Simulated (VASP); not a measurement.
# SnTe: structure and properties in VASP, part 2 of 4

Aim: relax SnTe, then compute properties on the relaxed cell. The start is a cell from a database of measured crystal structures.

VASP 6.6.1, plane waves and PAW; the level of theory is named at each step.

So far, gap on the k-mesh (eV): step 3 (full relaxation (PBE + D3(BJ))) 0.662. The relaxed cell has a = 6.302 Å (conventional setting).

The database entry behind the starting cell differs from later determinations by our own check (about 0.3 % short), so it need not match the best structure at ambient conditions.

## 5. Bands along the symmetry lines (PBE + D3(BJ))

Level of this step: PBE with D3(BJ); plane waves and PAW (Sn_d, Te) (VASP).

The mesh alone shows little of the dispersion and can miss band extrema, so KPOINTS_OPT adds a path through the symmetry points after the self-consistent cycle.

INCAR reads:

```
SYSTEM = SnTe
PREC = Accurate
ENCUT = 400
EDIFF = 1E-06
NELM = 100
ISMEAR = 0
SIGMA = 0.05
LREAL = .FALSE.
ALGO = Normal
GGA = PE
IVDW = 12
NBANDS = 22
LORBIT = 11
LWAVE = .FALSE.
LCHARG = .FALSE.
KPAR = 2
```

POSCAR reads:

```
SnTe
1.0
    0.0000000000      3.1508500000      3.1508500000
    3.1508500000      0.0000000000      3.1508500000
    3.1508500000      3.1508500000      0.0000000000
Sn Te
1 1
Direct
    0.0000000000      0.0000000000      0.0000000000
    0.5000000000      0.5000000000      0.5000000000
```

KPOINTS reads:

```
Automatic mesh
0
Gamma
7 7 7
0 0 0
```

KPOINTS_OPT reads:

```
Line mode
16
Line-mode
Reciprocal
  0.00000000   0.00000000   0.00000000 GAMMA
  0.50000000   0.00000000   0.50000000 X

  0.50000000   0.00000000   0.50000000 X
  0.50000000   0.25000000   0.75000000 W

  0.50000000   0.25000000   0.75000000 W
  0.37500000   0.37500000   0.75000000 K

  0.37500000   0.37500000   0.75000000 K
  0.00000000   0.00000000   0.00000000 GAMMA

  0.00000000   0.00000000   0.00000000 GAMMA
  0.50000000   0.50000000   0.50000000 L

  0.50000000   0.50000000   0.50000000 L
  0.62500000   0.25000000   0.62500000 U

  0.62500000   0.25000000   0.62500000 U
  0.50000000   0.25000000   0.75000000 W

  0.50000000   0.25000000   0.75000000 W
  0.50000000   0.50000000   0.50000000 L

  0.50000000   0.50000000   0.50000000 L
  0.37500000   0.37500000   0.75000000 K

  0.62500000   0.25000000   0.62500000 U
  0.50000000   0.00000000   0.50000000 X
```

The projector-augmented-wave data sets are Sn_d and Te (PBE family, release 64).

Run with:

```
$ mpirun -np 2 vasp_std
```

The program printed:

```text
[... set-up lines as in an earlier step ...]
 entering main loop
       N       E                     dE             d eps       ncg     rms          rms(c)
DAV:   1     0.130766537258E+03    0.13077E+03   -0.78080E+03   932   0.872E+02
DAV:   2     0.569624661960E+01   -0.12507E+03   -0.11951E+03   924   0.283E+02
DAV:   3    -0.719439938210E+01   -0.12891E+02   -0.12810E+02  1074   0.741E+01
DAV:   4    -0.758279190803E+01   -0.38839E+00   -0.38822E+00  1030   0.135E+01
DAV:   5    -0.759569159237E+01   -0.12900E-01   -0.12899E-01  1158   0.249E+00    0.471E+00
DAV:   6    -0.754540362005E+01    0.50288E-01   -0.93692E-02  1248   0.173E+00    0.295E+00
DAV:   7    -0.754689046862E+01   -0.14868E-02   -0.44487E-02  1102   0.847E-01    0.839E-01
DAV:   8    -0.754712132981E+01   -0.23086E-03   -0.63968E-03  1184   0.541E-01    0.183E-01
DAV:   9    -0.754717437097E+01   -0.53041E-04   -0.60468E-04  1306   0.208E-01    0.761E-02
DAV:  10    -0.754717355722E+01    0.81375E-06   -0.13685E-04  1052   0.804E-02    0.148E-02
DAV:  11    -0.754717628747E+01   -0.27303E-05   -0.25410E-05  1156   0.319E-02    0.159E-02
DAV:  12    -0.754717605274E+01    0.23472E-06   -0.97404E-07   780   0.539E-03
   1 F= -.83490093E+01 E0= -.83490093E+01  d E =-.131026E-15
 Start KPOINTS_OPT (optional k-point list driver)
k-point batch [1-20\160]
       N       E                     dE             ncg
DAV:   1     0.253901272974E+03   -0.63389E+04      944
DAV:   2    -0.241608438103E+04   -0.26700E+04      984
DAV:   3    -0.269656051854E+04   -0.28048E+03     1026
DAV:   4    -0.270480557813E+04   -0.82451E+01     1082
DAV:   5    -0.270508764108E+04   -0.28206E+00     1132
DAV:   6    -0.270509646702E+04   -0.88259E-02     1210
DAV:   7    -0.270509660914E+04   -0.14212E-03     1224
DAV:   8    -0.270509661115E+04   -0.20175E-05      976
DAV:   9    -0.270509661127E+04   -0.11918E-06      716
[...]
k-point batch [141-160\160]
       N       E                     dE             ncg
DAV:   1     0.607224743800E+02   -0.11241E+05      952
DAV:   2    -0.252262050786E+04   -0.25833E+04      936
DAV:   3    -0.279820240043E+04   -0.27558E+03     1070
DAV:   4    -0.280618756889E+04   -0.79852E+01     1128
DAV:   5    -0.280644380495E+04   -0.25624E+00     1096
DAV:   6    -0.280645081148E+04   -0.70065E-02     1186
DAV:   7    -0.280645111991E+04   -0.30843E-03     1236
DAV:   8    -0.280645112227E+04   -0.23567E-05      974
DAV:   9    -0.280645112234E+04   -0.73285E-07      706
```

It took 24 s on 2 MPI ranks of Intel Xeon 6975P-C (Granite Rapids), shared host; peak memory 0.36 GiB.

Parts of OUTCAR (step 5):

```text
   k-points           NKPTS =     20   k-points in BZ     NKDIM =     20   number of bands    NBANDS=     22

   NELECT =      20.0000    total number of electrons

 E-fermi :   6.9840

 k-point     1 :       0.0000    0.0000    0.0000
  band No.  band energies     occupation
    ...
      6      -5.8511      2.00000
      7       2.2780      2.00000
      8       4.8091      2.00000
      9       4.8091      2.00000
     10       4.8091      2.00000
     11      10.3069      0.00000
     12      10.3069      0.00000
     13      10.3069      0.00000
     14      11.7060      0.00000
     15      11.7060      0.00000
    ...

 Edisp (eV)   -0.80183

  Total       0.02235     0.02235     0.02235    -0.00000    -0.00000     0.00000
  in kB       0.57244     0.57244     0.57244    -0.00000    -0.00000     0.00000
  external pressure =        0.57 kB  Pullay stress =        0.00 kB

 POSITION                                       TOTAL-FORCE (eV/Angst)
 -----------------------------------------------------------------------------------
      0.00000      0.00000      0.00000        -0.000000      0.000000     -0.000000
      3.15085      3.15085      3.15085         0.000000     -0.000000      0.000000
 -----------------------------------------------------------------------------------
    total drift:                               -0.000000      0.000000      0.000000

  FREE ENERGIE OF THE ION-ELECTRON SYSTEM (eV)
  ---------------------------------------------------
  free  energy   TOTEN  =        -8.3490093487 eV

  energy  without entropy=       -8.3490093487  energy(sigma->0) =       -8.34900935

[... 8 parts as in an earlier step ...]

[... 8 further parts left out ...]
```

Spin-orbit coupling is off here; it can split and shift levels that hold much weight on Sn and Te by tenths of an eV or more. Beside the point of the least direct gap the conduction band falls away, a mark of inverted bands. Without spin-orbit coupling such bands can cross within one step of the path, so this gap is not established and may be zero.

Numbers from this step:

```yaml
bands: 22
fermi_energy: 6.984 eV
pressure: 0.05724 GPa
least_gap_on_mesh_and_path: 0.05880 eV
least_direct_gap_on_mesh_and_path: 0.09540 eV
valence_top_at_k: 0.5, 0.5, 0.5
conduction_bottom_at_k: 0.5083, 0.4833, 0.5083
least_direct_gap_at_k: 0.5, 0.5, 0.5
```

Electronic bands along the path, in eV, zero at the valence-band top; v1 is the highest filled band, c1 the lowest empty one:

```
          point     v4     v3     v2     v1    c1    c2    c3    c4
              Γ  -4.69  -2.16  -2.16  -2.16  3.34  3.34  3.34  4.74
0.53 of the way  -6.45  -3.15  -3.15  -2.38  2.37  2.88  3.95  3.95
              X  -6.48  -5.59  -3.76  -3.76  2.16  4.92  4.92  6.38
0.47 of the way  -6.96  -5.42  -4.09  -2.72  2.83  3.20  5.14  5.98
              W  -7.38  -4.84  -4.84  -0.84  0.84  4.60  4.60  6.06
0.53 of the way  -7.41  -5.12  -4.12  -1.73  1.77  3.79  4.96  5.35
              K  -7.44  -5.19  -3.26  -2.73  3.01  3.07  4.18  5.55
0.47 of the way  -7.12  -3.57  -1.66  -0.35  0.57  0.68  3.70  5.32
              Γ  -4.69  -2.16  -2.16  -2.16  3.34  3.34  3.34  4.74
0.53 of the way  -6.85  -2.04  -2.04  -0.89  1.42  1.42  1.50  5.24
              L  -8.35  -1.82  -1.82   0.00  0.10  0.36  0.36  7.77
0.47 of the way  -8.10  -3.56  -2.46  -1.57  1.34  1.46  3.12  6.09
              U  -7.44  -5.19  -3.26  -2.73  3.01  3.07  4.18  5.55
0.53 of the way  -7.41  -5.09  -4.24  -1.57  1.60  3.87  5.13  5.28
              W  -7.38  -4.84  -4.84  -0.84  0.84  4.60  4.60  6.06
0.47 of the way  -7.93  -3.91  -3.55  -0.95  0.53  3.14  3.77  5.91
              L  -8.35  -1.82  -1.82   0.00  0.10  0.36  0.36  7.77
0.53 of the way  -8.03  -3.86  -2.59  -1.76  1.56  1.72  3.55  5.79
              K  -7.44  -5.19  -3.26  -2.73  3.01  3.07  4.18  5.55
      jump to U  -7.44  -5.19  -3.26  -2.73  3.01  3.07  4.18  5.55
0.47 of the way  -6.87  -5.48  -3.61  -3.38  2.61  4.18  4.44  6.11
              X  -6.48  -5.59  -3.76  -3.76  2.16  4.92  4.92  6.38
```

Of the projections kept (Sn, Te), the largest for each band there, as a share of the weight inside these atoms' spheres; weight between the spheres isn't counted:

```
point       v4       v3       v2       v1       c1       c2       c3       c4
    Γ  Sn 0.65  Te 0.76  Te 0.76  Te 0.76  Sn 0.76  Sn 0.76  Sn 0.76  Te 0.52
    X  Sn 0.90  Te 0.60  Te 0.66  Te 0.66  Sn 0.53  Sn 0.60  Sn 0.60  Te 0.58
    W  Sn 0.92  Te 0.62  Te 0.62  Te 0.75  Sn 0.85  Te 0.78  Te 0.78  Sn 0.72
    K  Sn 0.89  Te 0.61  Te 0.69  Sn 0.51  Sn 0.62  Te 0.60  Sn 0.78  Te 0.64
    Γ  Sn 0.65  Te 0.76  Te 0.76  Te 0.76  Sn 0.76  Sn 0.76  Sn 0.76  Te 0.52
    L  Sn 0.84  Te 0.93  Te 0.93  Sn 0.65  Sn 0.51  Sn 0.91  Sn 0.91  Te 0.73
```

The path lowers the gap by 0.60 eV against the mesh alone, so a band edge lies off the mesh.

## 6. Total and projected DOS (PBE + D3(BJ))

Here the states are counted by energy and projected on the atoms. The mesh is finer than in the run before.

INCAR, as its differences from that of step 5:

```diff
@@ -5,3 +5,3 @@
 NELM = 100
-ISMEAR = 0
+ISMEAR = -5
 SIGMA = 0.05
@@ -16 +16,2 @@
 KPAR = 2
+NEDOS = 2001
```

POSCAR is that of step 5.

KPOINTS reads:

```
Automatic mesh
0
Gamma
11 11 11
0 0 0
```

Run with:

```
$ mpirun -np 2 vasp_std
```

The program printed:

```text
[... set-up lines as in an earlier step ...]
 entering main loop
       N       E                     dE             d eps       ncg     rms          rms(c)
DAV:   1     0.135540717564E+03    0.13554E+03   -0.77079E+03  2616   0.879E+02
DAV:   2     0.649570190719E+01   -0.12905E+03   -0.12369E+03  2632   0.293E+02
DAV:   3    -0.716873133119E+01   -0.13664E+02   -0.13587E+02  2968   0.757E+01
DAV:   4    -0.757870378284E+01   -0.40997E+00   -0.40982E+00  2936   0.138E+01
DAV:   5    -0.759264307603E+01   -0.13939E-01   -0.13939E-01  3314   0.255E+00    0.458E+00
DAV:   6    -0.754131301598E+01    0.51330E-01   -0.94142E-02  3498   0.176E+00    0.283E+00
DAV:   7    -0.754274649646E+01   -0.14335E-02   -0.44419E-02  3060   0.834E-01    0.826E-01
DAV:   8    -0.754314133607E+01   -0.39484E-03   -0.62027E-03  3284   0.541E-01    0.176E-01
DAV:   9    -0.754318264200E+01   -0.41306E-04   -0.55499E-04  3594   0.203E-01    0.689E-02
DAV:  10    -0.754319315084E+01   -0.10509E-04   -0.11737E-04  2932   0.723E-02    0.133E-02
DAV:  11    -0.754319676864E+01   -0.36178E-05   -0.25962E-05  3288   0.342E-02    0.160E-02
DAV:  12    -0.754319645599E+01    0.31265E-06   -0.12077E-06  2488   0.604E-03
   1 F= -.83450298E+01 E0= -.83450298E+01  d E =0.000000E+00
```

Elapsed: 11 s, on 2 MPI ranks; peak memory 0.38 GiB; 20 s of CPU time.

Parts of OUTCAR (step 6):

```text
   k-points           NKPTS =     56   k-points in BZ     NKDIM =     56   number of bands    NBANDS=     22

   NELECT =      20.0000    total number of electrons

 E-fermi :   6.8265

 k-point     1 :       0.0000    0.0000    0.0000
  band No.  band energies     occupation
    ...
      6      -5.8456      2.00000
      7       2.2818      2.00000
      8       4.8137      2.00000
      9       4.8137      2.00000
     10       4.8137      2.00000
     11      10.3093      0.00000
     12      10.3093      0.00000
     13      10.3093      0.00000
     14      11.7085      0.00000
     15      11.7085      0.00000
    ...

 Edisp (eV)   -0.80183

  Total       0.04632     0.04632     0.04632    -0.00000    -0.00000     0.00000
  in kB       1.18634     1.18634     1.18634    -0.00000    -0.00000     0.00000
  external pressure =        1.19 kB  Pullay stress =        0.00 kB

 POSITION                                       TOTAL-FORCE (eV/Angst)
 -----------------------------------------------------------------------------------
      0.00000      0.00000      0.00000         0.000000     -0.000000     -0.000000
      3.15085      3.15085      3.15085        -0.000000      0.000000      0.000000
 -----------------------------------------------------------------------------------
    total drift:                               -0.000000      0.000000      0.000000

  FREE ENERGIE OF THE ION-ELECTRON SYSTEM (eV)
  ---------------------------------------------------
  free  energy   TOTEN  =        -8.3450297520 eV

  energy  without entropy=       -8.3450297520  energy(sigma->0) =       -8.34502975

[... 6 parts as in an earlier step ...]

[... 10 further parts left out ...]
```

This step gave:

| Item | Value |
| --- | --- |
| irreducible k-points | 56 |
| free energy (TOTEN) | -8.345 eV |
| Fermi energy | 6.827 eV |
| pressure | 0.1186 GPa |
| valence top at k | 0.4545, 0, 0 |
| conduction bottom at k | 0.4545, 0, 0 |
| least direct gap at k | 0.4545, 0, 0 |
| gap on the k-mesh | 0.4247 eV |
| least direct gap on the k-mesh | 0.4247 eV |

The density of states has structure finer than the step of the table below, so its rows give means over 1 eV, whole bins alone (the curve runs from -12.0 to 6.97 eV). Peaks (eV: height): total -11.1: 3.25, 1.0: 2.02, 3.4: 2.16, 4.7: 1.91; Te p -7.6: 0.141, -2.0: 0.683, -0.9: 0.554, 3.4: 0.392; Sn p 1.0: 0.751, 3.4: 0.491, 4.6: 0.406, 5.6: 0.319; Sn s -7.6: 0.928, -0.9: 0.248; Te s -11.1: 2.15.

States under -12.0 eV and over 7.0 eV are left out. Density of states against energy, zero at the valence-band top; means over each step; values in states/eV/cell:

```
energy (eV)  total     Te p     Sn p     Sn s     Te s     Te d     Sn d
        -11   1.25  0.00119   0.0182   0.0211    0.795   7.1e-5  0.00717
        -10      0        0        0        0        0        0        0
         -9      0        0        0        0        0        0        0
         -8  0.628   0.0504  0.00257    0.308   0.0152  0.00106   8.8e-4
         -7   1.14   0.0763  0.00746    0.565   0.0773  0.00336  0.00184
         -6  0.200   0.0138  0.00197   0.0896   0.0350   1.3e-4   2.9e-4
         -5  0.435   0.0957   0.0592   0.0245  0.00910   6.6e-4  0.00113
         -4   1.13    0.302    0.162   0.0192  0.00556  0.00295  0.00665
         -3   1.67    0.512    0.217   0.0355   0.0104  0.00541   0.0155
         -2   1.54    0.540    0.149   0.0668   0.0119  0.00630   0.0236
         -1   1.16    0.351   0.1000    0.167   0.0153  0.00917   0.0179
          0  0.114   0.0283   0.0121   0.0193  0.00333  0.00110  0.00147
          1   1.37   0.0986    0.491   0.0170   0.0575   0.0397  0.00901
          2   1.23    0.166    0.375   0.0307   0.0329   0.0357   0.0167
          3   1.64    0.267    0.375   0.0366   0.0196   0.0598   0.0383
          4   1.49    0.274    0.312   0.0205  0.00937   0.0599   0.0409
          5   1.48    0.215    0.310   0.0112  0.00836   0.0637   0.0624
          6   1.12    0.105    0.153  0.00252  0.00404   0.0751   0.0720
```

The gap on this mesh is 0.42 eV, over the 0.06 eV of the band run, since this mesh misses a band edge. In the top eV of the valence band the largest shares in the PAW spheres are Te p 30 %, Sn s 16 % and Sn p 8 %; in the lowest eV of the conduction band, Sn p 36 % and Te p 7 %. The rest lies in smaller channels or between the spheres.

[end of part 2 of 4]

[Lines on the potential files, build, host, timing and source positions are cut from VASP's logs without a mark.]

[Logs are printed without paths, hosts, clocks, repeated set-up lines and the standing remarks that a program may print on its own settings, such as how far it seeks lower states.]

[Hosts, paths, dates, database ids (printed as entryN), source tags and the programs' standing remarks are cut or masked in the printed files.]

[A measured line is paired with the nearest computed mode of its activity, which favours agreement.]

[In band tables of VASP the shares of atoms and orbitals are scaled to a sum of 1 inside the atoms' spheres.]
